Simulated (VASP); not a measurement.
Output of a VASP run:

OUTCAR:
```
 ion  position               nearest neighbor table
   1  0.000  0.000  0.000-   2 2.67   2 2.67   2 2.67   2 2.67   2 2.67   2 2.67
   2  0.500  0.500  0.500-   1 2.67   1 2.67   1 2.67   1 2.67   1 2.67   1 2.67
  LATTYP: Found a face centered cubic cell.
 ALAT       =     5.3500000000
 Subroutine PRICEL returns:
 Original cell was already a primitive cell.
 Subroutine GETGRP returns: Found 48 space group operations
The static configuration has the point symmetry O_h .
The dynamic configuration has the point symmetry O_h .
 Subroutine INISYM returns: Found 48 space group operations
 Subroutine IBZKPT returns following result:
 Found     29 irreducible k-points:

 Following reciprocal coordinates:
            Coordinates               Weight
  0.000000  0.000000  0.000000      1.000000
  0.125000  0.000000  0.000000      8.000000
  0.250000  0.000000  0.000000      8.000000
  0.375000  0.000000  0.000000      8.000000
  0.500000  0.000000  0.000000      4.000000
  0.125000  0.125000  0.000000      6.000000
  0.250000  0.125000  0.000000     24.000000
  0.375000  0.125000  0.000000     24.000000
  0.500000  0.125000  0.000000     24.000000
 -0.375000  0.125000  0.000000     24.000000
 -0.250000  0.125000  0.000000     24.000000
 -0.125000  0.125000  0.000000     12.000000
  0.250000  0.250000  0.000000      6.000000
  0.375000  0.250000  0.000000     24.000000
  0.500000  0.250000  0.000000     24.000000
 -0.375000  0.250000  0.000000     24.000000
 -0.250000  0.250000  0.000000     12.000000
  0.375000  0.375000  0.000000      6.000000
  0.500000  0.375000  0.000000     24.000000
 -0.375000  0.375000  0.000000     12.000000
  0.500000  0.500000  0.000000      3.000000
  0.375000  0.250000  0.125000     24.000000
  0.500000  0.250000  0.125000     48.000000
 -0.375000  0.250000  0.125000     24.000000
  0.500000  0.375000  0.125000     24.000000
 -0.375000  0.375000  0.125000     48.000000
 -0.250000  0.375000  0.125000     24.000000
 -0.375000  0.500000  0.125000     12.000000
 -0.250000  0.500000  0.250000      6.000000
   k-points           NKPTS =     29   k-points in BZ     NKDIM =     29   number of bands    NBANDS=     12
   number of dos      NEDOS =    301   number of ions     NIONS =      2
   total plane-waves  NPLWV =  21952
   dimension x,y,z NGX =    28 NGY =   28 NGZ =   28
   dimension x,y,z NGXF=    56 NGYF=   56 NGZF=   56
   ions per type =               1   1
   PREC   = accura    normal or accurate (medium, high low for compatibility)
   ISTART =      0    job   : 0-new  1-cont  2-samecut
   ICHARG =      2    charge: 1-file 2-atom 10-const
   ISPIN  =      1    spin polarized calculation?
   LNONCOLLINEAR =      F non collinear calculations
   LSORBIT =      F    spin-orbit coupling
   INIWAV =      1    electr: 0-lowe 1-rand  2-diag
   ENCUT  =  520.0 eV  38.22 Ry    6.18 a.u.   7.03  7.03  7.03*2*pi/ulx,y,z
   NELM   =    100;   NELMIN=  2; NELMDL= -5     # of ELM steps
   EDIFF  = 0.1E-05   stopping-criterion for ELM
   LREAL  =      F    real-space projection
   NLSPLINE    = F    spline interpolate recip. space projectors
   LMAXMIX     =    2 max onsite mixed and CHGCAR
   VOSKOWN=      0    Vosko Wilk Nusair interpolation
   EDIFFG = -.1E-01   stopping-criterion for IOM
   NSW    =     60    number of steps for IOM
   NBLOCK =      1;   KBLOCK =     60    inner block; outer block
   IBRION =      2    ionic relax: 0-MD 1-quasi-New 2-CG
   NFREE  =      1    steps in history (QN), initial steepest desc. (CG)
   ISIF   =      3    stress and relaxation
   ISYM   =      2    0-nonsym 1-usesym 2-fastsym
   TEIN   =    0.0    initial temperature
   TEBEG  =    0.0;   TEEND  =   0.0 temperature during run
   SMASS  =  -3.00    Nose mass-parameter (am)
   PSTRESS=    0.0 pullay stress
   NELECT =      16.0000    total number of electrons
   EFERMI =   0.00;   METHOD = LEGACY
   ISMEAR =     0;   SIGMA  =   0.05  broadening in eV -4-tet -1-fermi 0-gaus
   IALGO  =     38    algorithm
...
```

OSZICAR:
```
       N       E                     dE             d eps       ncg     rms          rms(c)
DAV:   1     0.120805117435E+03    0.12081E+03   -0.85310E+03   696   0.130E+03
DAV:   2    -0.175249007839E+01   -0.12256E+03   -0.11327E+03   908   0.329E+02
DAV:   3    -0.642846479439E+01   -0.46760E+01   -0.46569E+01   884   0.613E+01
DAV:   4    -0.656599315998E+01   -0.13753E+00   -0.13745E+00  1060   0.866E+00
DAV:   5    -0.656715707822E+01   -0.11639E-02   -0.11639E-02   884   0.969E-01    0.720E+00
DAV:   6    -0.505629888837E+01    0.15109E+01   -0.54952E+00   788   0.205E+01    0.442E+00
DAV:   7    -0.500001159409E+01    0.56287E-01   -0.16593E-01   892   0.360E+00    0.272E+00
DAV:   8    -0.495053514387E+01    0.49476E-01   -0.76712E-02   748   0.302E+00    0.211E-01
DAV:   9    -0.495070116861E+01   -0.16602E-03   -0.61929E-03  1056   0.556E-01    0.101E-01
DAV:  10    -0.495063866081E+01    0.62508E-04   -0.34875E-04   772   0.194E-01    0.290E-02
DAV:  11    -0.495060920719E+01    0.29454E-04   -0.87197E-05   740   0.964E-02    0.190E-02
DAV:  12    -0.495060521825E+01    0.39889E-05   -0.13142E-05   880   0.339E-02    0.446E-03
DAV:  13    -0.495060503939E+01    0.17886E-06   -0.10792E-06   632   0.109E-02
   1 F= -.49506050E+01 E0= -.49506050E+01  d E =-.495061E+01
       N       E                     dE             d eps       ncg     rms          rms(c)
DAV:   1    -0.500641242851E+01   -0.55807E-01   -0.10233E+00   772   0.116E+01    0.184E+00
DAV:   2    -0.495961081750E+01    0.46802E-01   -0.21418E-01   796   0.447E+00    0.451E-01
DAV:   3    -0.495442163234E+01    0.51892E-02   -0.11011E-02   968   0.113E+00    0.388E-01
DAV:   4    -0.495356066000E+01    0.86097E-03   -0.26493E-03  1216   0.414E-01    0.325E-01
DAV:   5    -0.495362197090E+01   -0.61311E-04   -0.30363E-04  1132   0.996E-02    0.567E-02
DAV:   6    -0.495362970888E+01   -0.77380E-05   -0.96690E-05  1200   0.716E-02    0.974E-03
DAV:   7    -0.495363015009E+01   -0.44120E-06   -0.17344E-06   716   0.143E-02
   2 F= -.49536302E+01 E0= -.49536302E+01  d E =-.302511E-02
       N       E                     dE             d eps       ncg     rms          rms(c)
DAV:   1    -0.496717583219E+01   -0.13546E-01   -0.25523E-01   772   0.578E+00    0.914E-01
DAV:   2    -0.495548767600E+01    0.11688E-01   -0.54298E-02   784   0.224E+00    0.228E-01
DAV:   3    -0.495418226883E+01    0.13054E-02   -0.28124E-03   952   0.570E-01    0.186E-01
DAV:   4    -0.495396409877E+01    0.21817E-03   -0.68855E-04  1192   0.211E-01    0.158E-01
DAV:   5    -0.495397637446E+01   -0.12276E-04   -0.74488E-05  1128   0.529E-02    0.253E-02
DAV:   6    -0.495397657863E+01   -0.20416E-06   -0.24585E-05  1224   0.371E-02    0.492E-03
DAV:   7    -0.495397659023E+01   -0.11602E-07   -0.45820E-07   568   0.759E-03
   3 F= -.49539766E+01 E0= -.49539766E+01  d E =-.337155E-02
```

**OUTCAR**
```
------------------------ aborting loop because EDIFF is reached ----------------------------------------
  FORCE on cell =-STRESS in cart. coord.  units (eV):
  Direction    XX          YY          ZZ          XY          YZ          ZX
  --------------------------------------------------------------------------------------
  Total       -0.0040797     -0.0040797     -0.0040797      0.0000000      0.0000000      0.0000000
  in kB       -0.1661052     -0.1661052     -0.1661052      0.0000000      0.0000000      0.0000000
  external PRESSURE =      -0.1661052 kB  Pullay stress =       0.0000000 kB
  volume of cell :       39.35
      direct lattice vectors                 reciprocal lattice vectors
     0.000000000  2.699663120  2.699663120    -0.185208294  0.185208294  0.185208294
     2.699663120  0.000000000  2.699663120     0.185208294 -0.185208294  0.185208294
     2.699663120  2.699663120  0.000000000     0.185208294  0.185208294 -0.185208294
  FREE ENERGIE OF THE ION-ELECTRON SYSTEM (eV)
  ---------------------------------------------------
  free  energy   TOTEN  =        -4.9539765902 eV

  energy  without entropy=       -4.9539765902  energy(sigma->0) =       -4.95397659

 reached required accuracy - stopping structural energy minimisation
```
(Selected blocks of OUTCAR.)

**POSCAR**
```
KF
1
    0.0000000000     2.6750000000     2.6750000000
    2.6750000000     0.0000000000     2.6750000000
    2.6750000000     2.6750000000     0.0000000000
K F
1 1
Direct
  0.0000000000   0.0000000000   0.0000000000
  0.5000000000   0.5000000000   0.5000000000
```

**Question.** Reconstruct the remaining input files.

**Answer.** One answer among several that fit: the input of the run itself, vdW-DF2, plane waves, VASP's PBE PAW potentials (set 64).

INCAR:
```
AGGAC=0.0
ALGO=Normal
EDIFF=1E-6
EDIFFG=-0.01
ENCUT=520
GGA=ML
IBRION=2
ISIF=3
ISMEAR=0
LASPH=T
LCHARG=F
LREAL=F
LUSE_VDW=T
LWAVE=F
NELM=100
NSW=60
PREC=Accurate
SIGMA=0.05
SYSTEM=KF
ZAB_VDW=-1.8867
```

File KPOINTS:
```
kpoints
0
Gamma
  8 8 8
```

POTCAR, in this order: K_sv F (PBE.64 set). Program: vasp_std.

Energy and stress use the plane-wave basis of the starting cell.

The compound is KF in the rock salt structure. This run relaxes it. Symmetry was kept, so distortions that lower it aren't found.
